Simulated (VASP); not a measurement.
# CaHBr (P4/nmm) in VASP: notebook, part 2 of 2

VASP 6.6.1. The steps go on from the part before.

## 3. Relaxation of cell and atoms, LDA

This run uses another cell than the first one, of 19.62 Å³/atom, 1.111 times its volume.

INCAR

```
SYSTEM = CaHBr
PREC = Accurate
ENCUT = 600
EDIFF = 1E-6
ISMEAR = -1
SIGMA = 0.05
LREAL = .False.
LASPH = .True.
NELM = 100
ALGO = Normal
ISIF = 3
LWAVE = .False.
LCHARG = .False.
GGA = CA
IBRION = 2
NSW = 80
EDIFFG = -0.02
```

KPOINTS

```
regular mesh
0
Gamma
  7 7 3
  0 0 0
```

POSCAR

```
CaHBr
1.0
    3.8580000000      0.0000000000      0.0000000000
    0.0000000000      3.8580000000      0.0000000000
    0.0000000000      0.0000000000      7.9110000000
Ca H Br
2 2 2
Direct
    0.0000000000      0.5000000000      0.1400000000
    0.5000000000      0.0000000000      0.8600000000
    0.0000000000      0.0000000000      0.0000000000
    0.5000000000      0.5000000000      0.0000000000
    0.0000000000      0.5000000000      0.6700000000
    0.5000000000      0.0000000000      0.3300000000
```

Potentials or basis: VASP PAW LDA potentials, release 64 (Ca_sv, H, Br).

The run is started by

```
> cat potpaw_LDA.64/Ca_sv/POTCAR potpaw_LDA.64/H/POTCAR potpaw_LDA.64/Br/POTCAR > POTCAR
> mpirun -np 1 vasp_std > vasp.out
```

OUTCAR:

```text
SYSTEM = CaHBr
   PREC = Accurate
   ENCUT = 600
   EDIFF = 1E-6
   ISMEAR = -1
   LREAL = .False.
   LASPH = .True.
   NELM = 100
   ISIF = 3
   GGA = CA
   IBRION = 2
   NSW = 80
   EDIFFG = -0.02

 ion  position               nearest neighbor table
   1  0.000  0.500  0.140-
   2  0.500  0.000  0.860-
   3  0.000  0.000  0.000-
   4  0.500  0.500  0.000-
   5  0.000  0.500  0.670-
   6  0.500  0.000  0.330-

  LATTYP: Found a simple tetragonal cell.
 ALAT       =     3.8580000000
 C/A-ratio  =     2.0505443235

  Lattice vectors:

 A1 = (   3.8580000000,   0.0000000000,   0.0000000000)
 A2 = (   0.0000000000,   3.8580000000,   0.0000000000)
 A3 = (   0.0000000000,   0.0000000000,   7.9110000000)

Analysis of symmetry for initial positions (statically):
=====================================================================
 Subroutine PRICEL returns:
 Original cell was already a primitive cell.

 Routine SETGRP: Setting up the symmetry group for a
 simple tetragonal supercell.

 Subroutine GETGRP returns: Found 16 space group operations
 (whereof  8 operations were pure point group operations)
 out of a pool of 16 trial point group operations.

The static configuration has the point symmetry D_2d.
 The point group associated with its full space group is D_4h.

Analysis of symmetry for dynamics (positions and initial velocities):
=====================================================================
 Subroutine PRICEL returns:
 Original cell was already a primitive cell.

 Routine SETGRP: Setting up the symmetry group for a
 simple tetragonal supercell.

 Subroutine GETGRP returns: Found 16 space group operations
 (whereof  8 operations were pure point group operations)
 out of a pool of 16 trial point group operations.

The dynamic configuration has the point symmetry D_2d.
 The point group associated with its full space group is D_4h.

 Subroutine INISYM returns: Found 16 space group operations
 (whereof  8 operations are pure point group operations),
 and found     1 'primitive' translations
[... 134 lines left out ...]
 NGX is ok and might be reduce to    32
   NGX = 15   NGY = 15   NGZ = 31

--------------------------------------- Ionic step        1  -------------------------------------------

 number of electron      36.0000003 magnetization

 Free energy of the ion-electron system (eV)
  ---------------------------------------------------
  ext. energy  EPLUGINS =         0.00000000
  ---------------------------------------------------
  free energy    TOTEN  =       -23.87328429 eV

  energy without entropy =      -23.87328429  energy(sigma->0) =      -23.87328429

------------------------ aborting loop because EDIFF is reached ----------------------------------------

  FORCE on cell =-STRESS in cart. coord.  units (eV):
  Direction    XX          YY          ZZ          XY          YZ          ZX
  --------------------------------------------------------------------------------------
  -------------------------------------------------------------------------------------
  Total       -1.9289614     -1.9289614     -1.5675667      0.0000000      0.0000000      0.0000000
  in kB      -26.2469165    -26.2469165    -21.3295049      0.0000000      0.0000000      0.0000000
  external PRESSURE =     -24.6077793 kB  Pullay stress =       0.0000000 kB
[... 101 lines left out ...]
  FREE ENERGIE OF THE ION-ELECTRON SYSTEM (eV)
  ---------------------------------------------------
  free  energy   TOTEN  =       -24.1367083704 eV

  energy  without entropy=      -24.1367083703  energy(sigma->0) =      -24.13670837

 E-fermi :   2.5633     XC(G=0):  -9.7005

 val. band max:        1.4644603893   @ k =   0.1429   0.0000   0.3333
 cond. band min:       5.2250790740   @ k =   0.0000   0.0000   0.3333
 fundamental gap:      3.7606186847
 Fermi energy:         2.5633427644

 k-point     1 :       0.0000    0.0000    0.0000
  band No.  band energies     occupation
      1     -36.7365      2.00000
      2     -36.7102      2.00000
      3     -18.1988      2.00000
      4     -18.0457      2.00000
      5     -18.0325      2.00000
      6     -18.0325      2.00000
[... 489 lines left out ...]
     21       7.4916      0.00000
     22       7.7093      0.00000

[... ionic steps 4 to 15 ...]

--------------------------------------- Ionic step       16  -------------------------------------------

 number of electron      35.9999994 magnetization

------------------------ aborting loop because EDIFF is reached ----------------------------------------
[... 75 lines left out ...]
--------------------------------------- Ionic step       18  -------------------------------------------

 number of electron      35.9999993 magnetization

 Free energy of the ion-electron system (eV)
  ---------------------------------------------------
  ext. energy  EPLUGINS =         0.00000000
  ---------------------------------------------------
  free energy    TOTEN  =       -24.18859716 eV

  energy without entropy =      -24.18859716  energy(sigma->0) =      -24.18859716

 E-fermi :   2.8453     XC(G=0):  -9.8010

 val. band max:        1.7101582573   @ k =   0.1429   0.0000   0.3333
 cond. band min:       5.3485012157   @ k =   0.0000   0.0000   0.3333
 fundamental gap:      3.6383429584
 Fermi energy:         2.8452977912

 k-point     1 :       0.0000    0.0000    0.0000
  band No.  band energies     occupation
      1     -36.5578      2.00000
      2     -36.5324      2.00000
      3     -18.0172      2.00000
      4     -17.8666      2.00000
      5     -17.8583      2.00000
      6     -17.8583      2.00000
[... 522 lines left out ...]
  FREE ENERGIE OF THE ION-ELECTRON SYSTEM (eV)
  ---------------------------------------------------
  free  energy   TOTEN  =       -24.1885971626 eV

  energy  without entropy=      -24.1885971626  energy(sigma->0) =      -24.18859716

 reached required accuracy - stopping structural energy minimisation
```

OSZICAR:

```text
N       E                     dE             d eps       ncg     rms          rms(c)
DAV:   1     0.324493701169E+03    0.32449E+03   -0.18329E+04   880   0.165E+03
DAV:   2     0.492391538267E+01   -0.31957E+03   -0.31502E+03   996   0.410E+02
DAV:   3    -0.237482773350E+02   -0.28672E+02   -0.28303E+02  1430   0.952E+01
DAV:   4    -0.251579671699E+02   -0.14097E+01   -0.14074E+01  1408   0.212E+01
[... 162 lines left out ...]
DAV:   2    -0.241908952046E+02    0.18179E-02   -0.36174E-02  1018   0.175E+00    0.287E-01
DAV:   3    -0.241888261558E+02    0.20690E-02   -0.23639E-03  1174   0.388E-01    0.106E-01
DAV:   4    -0.241886007286E+02    0.22543E-03   -0.70843E-04  1212   0.183E-01    0.188E-02
DAV:   5    -0.241885971834E+02    0.35452E-05   -0.47578E-05  1180   0.490E-02    0.114E-02
DAV:   6    -0.241885971626E+02    0.20810E-07   -0.51757E-06   960   0.137E-02
  18 F= -.24188597E+02 E0= -.24188597E+02  d E =-.174445E-02
```

It took 5.8 min on 1 thread of Intel Xeon Platinum 8488C (Sapphire Rapids), shared host; peak memory 0.25 GiB.

What came out:

```yaml
Free_energy: -24.1886 eV
Relaxed_volume: 17.71 Å³/atom
Relaxed_cell: a = 3.786 Å, b = 3.786 Å, c = 7.411 Å, α = 90.00°, β = 90.00°, γ = 90.00°
Space_group_after_relaxing_to_0.05_Å: P4/nmm (No. 129)
Energy_gained_by_relaxing: 52.6 meV/atom
Ionic_steps: 18
Pressure_after_relaxing: 0.0 GPa
Band_gap_on_the_k_mesh: 3.64 eV, indirect (least direct gap 3.71 eV)
```

Forces on the atoms (eV/Å):
```
Ca   0.000  0.000 -0.002
Ca   0.000  0.000  0.002
H    0.000  0.000  0.000
H    0.000  0.000  0.000
Br   0.000  0.000  0.002
Br   0.000  0.000 -0.002
```

Step by step:
```
step  energy change (eV)  largest force (eV/Å)  pressure (GPa)  volume (Å³)
   1              0.0000                1.1303           -2.46       117.75
   2             -0.1929                0.8070           -0.86       112.69
   3             -0.2634                0.3796            1.54       107.28
   4             -0.2640                0.4151            1.33       107.68
   5             -0.2927                0.1470            0.30       109.68
   6             -0.2957                0.1383           -0.14       110.59
   7             -0.2985                0.1198           -0.13       110.39
   8             -0.3038                0.0620           -0.06       109.76
   9             -0.2987                0.0628            0.13       108.51
  10             -0.3045                0.0299            0.00       109.43
  11             -0.3066                0.0223           -0.10       109.25
  12             -0.3095                0.0880           -0.36       108.69
  13             -0.3106                0.0852           -0.28       108.34
  14             -0.3129                0.0783           -0.02       107.28
  15             -0.3126                0.0679            0.55       105.15
  16             -0.3136                0.0732            0.26       106.26
  17             -0.3146                0.0432            0.16       106.25
  18             -0.3153                0.0022            0.02       106.23
```

Final structure:
```
Ca H Br
1.0
     3.78615    0.00000    0.00000
     0.00000    3.78615    0.00000
     0.00000    0.00000    7.41088
Ca H Br
2 2 2
Direct
  0.00000 0.50000 0.17011
  0.50000 0.00000 0.82989
  0.00000 0.00000 0.00000
  0.50000 0.50000 0.00000
  0.00000 0.50000 0.66307
  0.50000 0.00000 0.33693
```

Caveat: an odd mesh through Γ misses points on the zone boundary, where band edges often lie. LDA usually gives volumes a few per cent too small.
